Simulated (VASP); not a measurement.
Data:

```
CdHg3Te4
1.0
    6.43637     0.00000     0.00000
    0.00000     6.43637     0.00000
    0.00000     0.00000     6.43637
Cd Hg Te
1 3 4
Cartesian
  0.00000   0.00000   0.00000
  0.00000   3.21818   3.21818
  3.21818   0.00000   3.21818
  3.21818   3.21818   6.43637
  1.60568   1.60568   1.60568
  1.60568   4.83069   4.83069
  4.83069   4.83069   1.60568
  4.83069   1.60568   4.83069
```

Computed with LDA (Ceperley-Alder, Perdew-Zunger), VASP's LDA PAW potentials (set 64) (plane waves; VASP). Run with 400 eV cut-off, 6×6×6 Γ-centred mesh, tetrahedra with Blöchl corrections, potentials Cd Hg Te.

Unless said otherwise, spin-orbit coupling is left out, though it shifts the bands of the heavy elements here.

Question: Estimate the energy per atom (σ→0), band gap (on the k-mesh) with the smallest direct gap where there is one.

Answer: 
band gap (on the k-mesh): none (metal, semimetal or under 0.01 eV)
energy per atom (σ→0): -2.643 eV/atom

Total energies compare only between runs with the same potentials, cut-off and functional.

The structure comes from a computed database's CdHg3Te4 entry (P-43m); how it stands against other phases isn't given here. It was relaxed first, which changed the volume by -6 %.
